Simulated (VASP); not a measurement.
Input for VASP

**KPOINTS**
```
kpoints
0
Gamma
 11 11 11
0 0 0
```

File POSCAR:
```
GaSb
1
    0.0000000000     2.7896270520     2.7896270520
    2.7896270520     0.0000000000     2.7896270520
    2.7896270520     2.7896270520    -0.0000000000
Ga Sb
1 1
Direct
  0.0000000000   0.0000000000   0.0000000000
  0.5000000000   0.5000000000   0.5000000000
```

**INCAR**
```
ALGO=Normal
EDIFF=1E-6
EDIFFG=-0.02
ENCUT=500
GGA=PS
IBRION=2
ISIF=3
ISMEAR=1
LASPH=T
LCHARG=F
LMAXMIX=4
LREAL=F
LWAVE=F
NELM=100
NSW=40
PREC=Accurate
PSTRESS=50
SIGMA=0.1
SYSTEM=GaSb
```

POTCAR, in this order: Ga_d Sb (PBE.64 set). Program: vasp_std.

Task: Translate this PBEsol calculation to Ansatz.

Result: One equivalent input (not run):
Ansatz 0.2 input:
```yaml
crystal:
  lattice:
    - [0.0000000, 2.7896271, 2.7896271]
    - [2.7896271, 0.0000000, 2.7896271]
    - [2.7896271, 2.7896271, 0.0000000]
  atoms:
    - { symbol: Ga, position: [0.0000000, 0.0000000, 0.0000000] }
    - { symbol: Sb, position: [0.5000000, 0.5000000, 0.5000000] }
kpoints:
  mp_grid: { grid: [11, 11, 11] }
hamiltonian:
  xc: pbesol
  pseudopotentials: { kind: paw }
scf:
  occupations: { method: methfessel_paxton, width: 0.1 }
  max_iter: 100
relax:
  max_steps: 40
  f_tol: 0.02
  cell: { p_target: 5 }
output: { forces: true, stress: true, eigenvalues: true }
```
Limits of the translation: each code has its own PAW files, so the cut-off isn't converted (ENCUT is set for VASP's; basis.ecutwfc is left out, and Ansatz then takes the one that its files recommend); Ansatz stops its SCF on the density residual and VASP on the energy change (EDIFF).

The structure was generated: GaSb was put into the rock salt type (Fm-3m), which need not be its known phase. It was relaxed first under an external pressure of 5 GPa.
